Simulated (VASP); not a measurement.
Output of a VASP run:

### OUTCAR
```
 ion  position               nearest neighbor table
   1  0.333  0.667  0.250-   2 3.20   2 3.20   2 3.20   2 3.20   2 3.20   2 3.20
   2  0.667  0.333  0.750-   1 3.20   1 3.20   1 3.20   1 3.20   1 3.20   1 3.20
  LATTYP: Found a hexagonal cell.
 ALAT       =     3.2100003930
 C/A-ratio  =     1.6230527608
 Subroutine PRICEL returns:
 Original cell was already a primitive cell.
 Subroutine GETGRP returns: Found 24 space group operations
The static configuration has the point symmetry D_3d.
 The point group associated with its full space group is D_6h.
The dynamic configuration has the point symmetry D_3d.
 Subroutine INISYM returns: Found 24 space group operations
 Subroutine IBZKPT returns following result:
 Found     76 irreducible k-points:

 Following reciprocal coordinates:
            Coordinates               Weight
  0.000000  0.000000  0.000000      1.000000
  0.083333  0.000000  0.000000      6.000000
  0.166667  0.000000  0.000000      6.000000
  0.250000  0.000000  0.000000      6.000000
  0.333333  0.000000  0.000000      6.000000
  0.416667  0.000000  0.000000      6.000000
  0.500000  0.000000  0.000000      3.000000
  0.083333  0.083333  0.000000      6.000000
  0.166667  0.083333  0.000000     12.000000
  0.250000  0.083333  0.000000     12.000000
  0.333333  0.083333  0.000000     12.000000
  0.416667  0.083333  0.000000     12.000000
  0.166667  0.166667  0.000000      6.000000
  0.250000  0.166667  0.000000     12.000000
  0.333333  0.166667  0.000000     12.000000
  0.416667  0.166667  0.000000      6.000000
  0.250000  0.250000  0.000000      6.000000
  0.333333  0.250000  0.000000     12.000000
  0.333333  0.333333  0.000000      2.000000
  0.000000  0.000000  0.142857      2.000000
  0.083333  0.000000  0.142857     12.000000
  0.166667  0.000000  0.142857     12.000000
  0.250000  0.000000  0.142857     12.000000
  0.333333  0.000000  0.142857     12.000000
  0.416667  0.000000  0.142857     12.000000
  0.500000  0.000000  0.142857      6.000000
  0.083333  0.083333  0.142857     12.000000
  0.166667  0.083333  0.142857     24.000000
  0.250000  0.083333  0.142857     24.000000
  0.333333  0.083333  0.142857     24.000000
  0.416667  0.083333  0.142857     24.000000
  0.166667  0.166667  0.142857     12.000000
  0.250000  0.166667  0.142857     24.000000
  0.333333  0.166667  0.142857     24.000000
  0.416667  0.166667  0.142857     12.000000
  0.250000  0.250000  0.142857     12.000000
  0.333333  0.250000  0.142857     24.000000
  0.333333  0.333333  0.142857      4.000000
  0.000000  0.000000  0.285714      2.000000
  0.083333  0.000000  0.285714     12.000000
   k-points           NKPTS =     76   k-points in BZ     NKDIM =     76   number of bands    NBANDS=      6
   number of dos      NEDOS =    301   number of ions     NIONS =      2
   total plane-waves  NPLWV =  23040
   dimension x,y,z NGX =    24 NGY =   24 NGZ =   40
   dimension x,y,z NGXF=    48 NGYF=   48 NGZF=   80
   ions per type =               2
   PREC   = accura    normal or accurate (medium, high low for compatibility)
   ISTART =      0    job   : 0-new  1-cont  2-samecut
   ICHARG =      2    charge: 1-file 2-atom 10-const
   ISPIN  =      1    spin polarized calculation?
   LNONCOLLINEAR =      F non collinear calculations
   LSORBIT =      F    spin-orbit coupling
   INIWAV =      1    electr: 0-lowe 1-rand  2-diag
   ENCUT  =  520.0 eV  38.22 Ry    6.18 a.u.   5.97  5.97  9.69*2*pi/ulx,y,z
   NELM   =    100;   NELMIN=  2; NELMDL= -5     # of ELM steps
   EDIFF  = 0.1E-05   stopping-criterion for ELM
   LREAL  =      F    real-space projection
   NLSPLINE    = F    spline interpolate recip. space projectors
   LMAXMIX     =    2 max onsite mixed and CHGCAR
   VOSKOWN=      0    Vosko Wilk Nusair interpolation
   EDIFFG = -.1E-01   stopping-criterion for IOM
   NSW    =     60    number of steps for IOM
...
```

File OSZICAR:
```
...
       N       E                     dE             d eps       ncg     rms          rms(c)
DAV:   1    -0.301069533379E+01   -0.42260E-04   -0.30060E-06  1164   0.109E-02    0.563E-04
DAV:   2    -0.301069535848E+01   -0.24694E-07   -0.10464E-08   498   0.855E-04
   9 F= -.33317950E+01 E0= -.33315345E+01  d E =-.976473E-04
       N       E                     dE             d eps       ncg     rms          rms(c)
DAV:   1    -0.301067766422E+01    0.17670E-04   -0.56287E-07   522   0.476E-03    0.242E-04
DAV:   2    -0.301067764859E+01    0.15635E-07   -0.21686E-08   498   0.114E-03
  10 F= -.33318002E+01 E0= -.33315405E+01  d E =-.102822E-03
       N       E                     dE             d eps       ncg     rms          rms(c)
DAV:   1    -0.301068025183E+01   -0.25876E-05   -0.89762E-09   510   0.592E-04    0.192E-05
DAV:   2    -0.301068025476E+01   -0.29366E-08   -0.24681E-10   504   0.152E-04
  11 F= -.33318004E+01 E0= -.33315406E+01  d E =-.102982E-03
       N       E                     dE             d eps       ncg     rms          rms(c)
DAV:   1    -0.301184546070E+01   -0.11652E-02   -0.25338E-03  1248   0.269E-01    0.196E-02
DAV:   2    -0.301184226019E+01    0.32005E-05   -0.14326E-05  1020   0.287E-02    0.124E-02
DAV:   3    -0.301183935643E+01    0.29038E-05   -0.34579E-06  1080   0.941E-03    0.186E-04
DAV:   4    -0.301183936430E+01   -0.78706E-08   -0.42359E-08   546   0.170E-03
  12 F= -.33330088E+01 E0= -.33329765E+01  d E =-.120842E-02
       N       E                     dE             d eps       ncg     rms          rms(c)
DAV:   1    -0.301282576768E+01   -0.98641E-03   -0.22201E-02  1230   0.803E-01    0.556E-02
DAV:   2    -0.301280592882E+01    0.19839E-04   -0.12933E-04  1020   0.855E-02    0.353E-02
DAV:   3    -0.301278564583E+01    0.20283E-04   -0.26378E-05  1080   0.269E-02    0.576E-04
DAV:   4    -0.301278566505E+01   -0.19213E-07   -0.33078E-07   666   0.476E-03
  13 F= -.33342443E+01 E0= -.33345996E+01  d E =-.244388E-02
       N       E                     dE             d eps       ncg     rms          rms(c)
DAV:   1    -0.301289710005E+01   -0.11145E-03   -0.20838E-04  1236   0.821E-02    0.687E-03
DAV:   2    -0.301289682442E+01    0.27563E-06   -0.91875E-07   978   0.698E-03
  14 F= -.33342283E+01 E0= -.33346373E+01  d E =0.159401E-04
       N       E                     dE             d eps       ncg     rms          rms(c)
DAV:   1    -0.301285226278E+01    0.44837E-04   -0.42681E-05  1242   0.358E-02    0.299E-03
DAV:   2    -0.301285211633E+01    0.14646E-06   -0.19164E-07   786   0.324E-03
  15 F= -.33343596E+01 E0= -.33347442E+01  d E =-.115330E-03
       N       E                     dE             d eps       ncg     rms          rms(c)
DAV:   1    -0.301285315647E+01   -0.89369E-06   -0.10538E-07   498   0.157E-03    0.858E-05
DAV:   2    -0.301285316118E+01   -0.47024E-08   -0.22496E-09   492   0.389E-04
  16 F= -.33343594E+01 E0= -.33347447E+01  d E =-.115157E-03
       N       E                     dE             d eps       ncg     rms          rms(c)
DAV:   1    -0.301285754200E+01   -0.43855E-05   -0.46270E-07   846   0.366E-03    0.335E-04
DAV:   2    -0.301285754050E+01    0.14920E-08   -0.52096E-09   492   0.545E-04
  17 F= -.33343606E+01 E0= -.33347430E+01  d E =-.115931E-05
```

File OUTCAR:
```
------------------------ aborting loop because EDIFF is reached ----------------------------------------
  Edisp (eV):   -0.32150
  FORCE on cell =-STRESS in cart. coord.  units (eV):
  Direction    XX          YY          ZZ          XY          YZ          ZX
  --------------------------------------------------------------------------------------
  Total      -0.01520    -0.01520     0.00377     0.00000    -0.00000     0.00000
  in kB      -0.52409    -0.52409     0.12995     0.00000    -0.00000     0.00000
  external pressure =       -0.31 kB  Pullay stress =        0.00 kB
  volume of cell :       46.45
      direct lattice vectors                 reciprocal lattice vectors
     1.618695825 -2.803663877 -0.000000000     0.308890647 -0.178338068 -0.000000000
     1.618695825  2.803663877 -0.000000000     0.308890647  0.178338068  0.000000000
    -0.000000000 -0.000000000  5.118001232     0.000000000 -0.000000000  0.195388777
 POSITION                                       TOTAL-FORCE (eV/Angst)
 -----------------------------------------------------------------------------------
      1.61870      0.93456      1.27950         0.000000      0.000000      0.000000
      1.61870     -0.93456      3.83850        -0.000000     -0.000000      0.000000
 -----------------------------------------------------------------------------------
    total drift:                                0.000001     -0.000006      0.000001
  FREE ENERGIE OF THE ION-ELECTRON SYSTEM (eV)
  ---------------------------------------------------
  free  energy   TOTEN  =        -3.3343605728 eV

  energy  without entropy=       -3.3355078695  energy(sigma->0) =       -3.33474301

 reached required accuracy - stopping structural energy minimisation
```
(Selected blocks of OUTCAR.)

POSCAR:
```
Mg
1
    1.6050000000    -2.7799420000     0.0000000000
    1.6050000000     2.7799420000     0.0000000000
    0.0000000000     0.0000000000     5.2100000000
Mg
2
Direct
  0.3333330000   0.6666670000   0.2500000000
  0.6666670000   0.3333330000   0.7500000000
```

Q: Write an INCAR and KPOINTS that could have produced this output.

A: This is not unique; one that fits is the input of the run itself, PBE GGA with D4 dispersion, plane waves, VASP's PBE PAW potentials (set 64).

**KPOINTS**
```
Regular mesh
0
Gamma
12 12 7
```

### INCAR
```
SYSTEM = Mg
PREC = Accurate
ENCUT = 520
EDIFF = 1E-6
NELM = 100
ALGO = Normal
LREAL = .FALSE.
LASPH = .TRUE.
ISMEAR = 1
SIGMA = 0.1
GGA = PE
IVDW = 13
LWAVE = .FALSE.
LCHARG = .FALSE.
IBRION = 2
ISIF = 3
NSW = 60
EDIFFG = -0.01
```

POTCAR, in this order: Mg (PBE.64 set). Program: vasp_std.

The compound is Mg in the hcp structure. This run relaxes it. Symmetry was kept, so distortions that lower it aren't found.
